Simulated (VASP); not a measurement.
Si₂Mo (relaxed from the fluorite structure, space group Fm-3m): computed properties

All values below come from r2SCAN meta-GGA, VASP's PBE PAW potentials (set 64) (plane waves; VASP).

```
Item                                                                  Result
----------------------------------  ----------------------------------------
space group                                                      Fm-3m (225)
cell                                 a = b = c = 5.824 Å, α = β = γ = 90.00°
volume per atom                                                16.46 Å³/atom
band gap (over mesh and band path)  none (metal, semimetal or under 0.01 eV)
density                                                           5.11 g/cm³
```

```
CELL_PARAMETERS angstrom
      0.00000     2.91215     2.91215
      2.91215     0.00000     2.91215
      2.91215     2.91215     0.00000
ATOMIC_POSITIONS crystal
  Mo 0.00000 0.00000 0.00000
  Si 0.25000 0.25000 0.25000
  Si 0.75000 0.75000 0.75000
```

The structure was generated: Si2Mo was put into the fluorite type (Fm-3m), which need not be its known phase. It was relaxed first, which changed the volume by -12 %. Symmetry was kept, so distortions that lower it aren't found.
